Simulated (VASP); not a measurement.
Given:

```
HfB2
1.0
    1.57781    -2.73285     0.00000
    1.57781     2.73285     0.00000
    0.00000     0.00000     3.58046
Hf B
1 2
Direct
  0.00000   0.00000   0.00000
  0.33333   0.66667   0.50000
  0.66667   0.33333   0.50000
```

Computed with vdW-DF2, VASP's PBE PAW potentials (set 64) (plane waves; VASP). Settings: 520 eV cut-off, Gaussian smearing of 0.050 eV, potentials Hf_pv B.

Unless said otherwise, spin-orbit coupling is left out, though it shifts the bands of the heavy elements here.

Problem. Predict the band gap (along the path) with the smallest direct gap where there is one.

Solution. 
| Item | Value |
|---|---|
| band gap (along the path) | none (metal, semimetal or under 0.01 eV) |

Only differences to runs with the same potentials and settings are physical.

The compound is HfB2 in the AlB2 type structure. It was relaxed first.
